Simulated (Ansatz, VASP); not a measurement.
**SbBr: VASP beside Ansatz**

```
Sb Br
1.0
     0.00000    3.52708    3.52708
     3.52708    0.00000    3.52708
     3.52708    3.52708    0.00000
Sb Br
1 1
Cartesian
  0.0000 0.0000 0.0000
  5.2906 5.2906 5.2906
```

Change from the starting cell: species swapped into the AlAs type (F-43m, No. 216).

Alike in both runs: functional PBE; k mesh 4 × 4 × 4; occupations gaussian, width 0.1 eV; no spin polarisation.

Ansatz relaxed the structure, and its values are those at the end. VASP's run is a single point on that final structure, the one shown.

|  | VASP | Ansatz |
| --- | --- | --- |
| version | VASP 6.6.1 | Ansatz 0.2.0 |
| potentials or method | VASP PAW PBE potentials, release 64 (Sb, Br) | scalar-relativistic, plane waves, PAW |
| plane-wave cutoff (eV) | 520 | 420 |
| valence electrons in the cell | 12 | 22 |

|  | VASP | Ansatz | Ansatz less VASP |
| --- | --- | --- | --- |
| gap on the k mesh at the Fermi level (eV) | none | none | - |
| pressure (GPa) | 0.1 | 0.1 | +0.05 |

A gap of «none» marks a metal or a gap that the smearing closes. The two sets of potentials don't hold the same shells in valence.

Caveats: the k mesh is coarse (spacing up to 0.39 Å⁻¹), so the values aren't converged. The runs have no spin-orbit coupling, so splittings on Sb are missing.
